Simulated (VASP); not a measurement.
Input:

```xyz
1
Lattice="-1.5418 1.5418 1.5418 1.5418 -1.5418 1.5418 1.5418 1.5418 -1.5418" Properties=species:S:1:pos:R:3 pbc="T T T"
Mo     0.0000     0.0000     0.0000
```

The numbers are results of MS2 meta-GGA, VASP's PBE PAW potentials (set 64) (plane waves; VASP), not measurements. Settings: 520 eV cut-off, 16×16×16 Γ-centred mesh, first-order Methfessel-Paxton smearing of 0.10 eV, potentials Mo_sv.

Q: Give the stress tensor in GPa (positive for a compressed cell).

A: 
```
18.87   0.00   0.00
 0.00  18.87   0.00
 0.00   0.00  18.87
```
The pressure is its mean diagonal, 18.87 GPa.

The compound is Mo in the bcc structure. This cell is one point of a volume scan, at 0.94 of the reference volume.
